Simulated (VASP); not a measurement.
PtAl2 (fluorite): the formation energy from VASP (plane waves, PAW) at several levels of theory. The references are the elements' solids at the same level; no temperature or zero-point terms are added.  Spin-orbit coupling is left out, which shifts such energies by up to tenths of an eV for the heavy elements here.

```tsv
level	formation energy (eV/atom)
LDA	-0.904
r2SCAN	-0.978
```

The cell of the LDA run:

Al$_{2}$Pt has the cubic space group Fm-3m (No. 225), Pearson symbol cF12. Conventional cell: a = 5.8577 Å, b = 5.8577 Å, c = 5.8577 Å, α = 90.00°, β = 90.00°, γ = 90.00°. Al on 8c is surrounded by 4 Pt at 2.536 Å and 6 Al at 2.929 Å. Pt on 4a has 8 Al at 2.536 Å (cubic). (Neighbours: up to the widest gap in distance over summed covalent radii, below 1.35, at either atom.)
(The calculation used a cell of 3 atoms; values per cell refer to that cell.)

Only levels that ran to the end are used. Left out are those held back, those with too coarse a band path, GW runs whose mesh misses a band edge, hybrids' fits of cells that aren't cubic and levels without matching references; a question may draw on a part of the rest.
